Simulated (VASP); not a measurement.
AlP (zinc blende):

```
CELL_PARAMETERS angstrom
      0.00000     2.73000     2.73000
      2.73000     0.00000     2.73000
      2.73000     2.73000     0.00000
ATOMIC_POSITIONS crystal
  Al 0.00000 0.00000 0.00000
  P  0.25000 0.25000 0.25000
```

The lowest empty band near X, direction across the valley's axis, from PBE with spin-orbit coupling in VASP (PAW); its two spin partners are averaged. The gap over the points computed is 1.56 eV, and the next band on that side lies 0.89 eV away at the edge.

Settings: 400 eV cut-off, 9×9×9 Γ-centred mesh, Gaussian smearing of 0.050 eV, potentials Al P.

```tsv
distance from the edge in k (1/Å)	distance in energy (meV)
0.018	4.9
0.025	9.5
0.035	18.7
0.050	38.0
0.070	74.2
```

Fit E(1 + αE) = ħ²k²/2m* (ħ²/2m0 = 3.810 eV Å²) and predict the row at 0.095 1/Å.

The rows don't resolve α, so a parabola serves: the electron mass is m* = 0.251 m0, and so 136.8 meV. The run gave 135.4 meV, -1.4 meV from the fit.

Left out are points under 3 meV from the edge, since the levels carry 0.1 meV, and points farther than half the way to the next band.

The compound is AlP in the zinc blende structure. The cell was not relaxed at this level.
